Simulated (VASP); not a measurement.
Input:

```xyz
1
Lattice="0.0000 1.9235 1.9235 1.9235 0.0000 1.9235 1.9235 1.9235 0.0000" Properties=species:S:1:pos:R:3 pbc="T T T"
Rh     0.0000     0.0000     0.0000
```

The numbers are results of revPBE GGA, VASP's PBE PAW potentials (set 64) (plane waves; VASP 6.6.1), not measurements. Settings: 520 eV cut-off, 18×18×18 Γ-centred mesh, tetrahedra with Blöchl corrections, potentials Rh_pv.

**Question.** What does the run give for the energy per atom (σ→0), band gap (on the k-mesh) with the smallest direct gap where there is one?

**Answer.** 
```json
{
  "band gap (on the k-mesh)": "none (metal, semimetal or under 0.01 eV)",
  "energy per atom (σ→0)": "-651.2 kJ/mol of atoms"
}
```

The compound is Rh in the fcc structure. It was relaxed first.
